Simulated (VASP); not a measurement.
# GaAs: single point with r2SCAN

The system is GaAs.

```
CELL_PARAMETERS angstrom
0.01256 2.85162 2.85162
2.85162 0.01256 2.85162
2.85162 2.85162 0.01256
ATOMIC_POSITIONS crystal
Ga 0.00030 0.00030 0.00030
As 0.24971 0.24971 0.24971
```

The cell was built by a generator and isn't the measured one.

* Program: VASP 6.6.1
* Task: single point
* Functional: r2SCAN
* Potentials or basis: VASP PAW PBE potentials, release 64 (Ga_d, As)
* Cutoff: 520 eV
* k mesh: 8 × 8 × 8
* Occupations: gaussian, width 0.02 eV
* Spin: non-collinear spin, zero start, spin-orbit coupling
* Starting moments: [[0.0, 0.0, 0.0], [0.0, 0.0, 0.0]] μB

```yaml
Pressure: -0.8 GPa
Largest_force: 0.005 eV/Å
Net_moment: 0.00 μB per cell
Valence_electrons_inside_the_program's_atomic_spheres: Ga 11.62; As 2.86
```

Forces in eV/Å, atoms in the order of the input:
```
Ga  -0.003 -0.003 -0.003
As   0.003  0.003  0.003
```

Stress tensor (GPa, compression positive):
```
-0.82 -0.26 -0.26
-0.26 -0.82 -0.26
-0.26 -0.26 -0.82
```

Moments on the atoms (μB; x, y, z):
```
Ga  0.00 0.00 0.00
As  0.00 0.00 0.00
```

It took 52 min on 1 thread of Intel(R) Xeon(R) Platinum 8375C CPU @ 2.90GHz (Ice Lake), with other jobs on the host, peak memory 0.49 GiB.

Caveat: the PAW data sets were made with another functional, which shifts forces and pressure a little.
